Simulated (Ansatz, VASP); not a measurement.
**PPt in VASP and in Ansatz**

```xyz
2
Lattice="0.0000 2.4647 2.4647 2.4647 0.0000 2.4647 2.4647 2.4647 0.0000" Properties=species:S:1:pos:R:3 pbc="T T T"
Pt    2.4647    2.4647    2.4647
P     0.0000    0.0000    0.0000
```

Alike in both runs: task single point; functional PBEsol; k mesh 12 × 12 × 12; occupations gaussian, width 0.05 eV; no spin polarisation.

|  | VASP | Ansatz |
| --- | --- | --- |
| version | VASP 6.6.1 | Ansatz 0.2.0 |
| potentials or method | VASP PAW PBE potentials, release 64 (Pt, P) | scalar-relativistic, plane waves, PAW |
| plane-wave cutoff (eV) | 520 | 420 |
| valence electrons in the cell | 15 | 23 |

```csv
,VASP,Ansatz,Ansatz less VASP
gap on the k mesh at the Fermi level (eV),none,none,-
pressure (GPa),4.1,4.1,0.00
```

A gap of «none» marks a metal or a gap that the smearing closes. The two sets of potentials don't hold the same shells in valence.

Caveats: the PAW data sets were made with another functional, which shifts forces and pressure a little (VASP). The runs have no spin-orbit coupling, so splittings on Pt are missing.
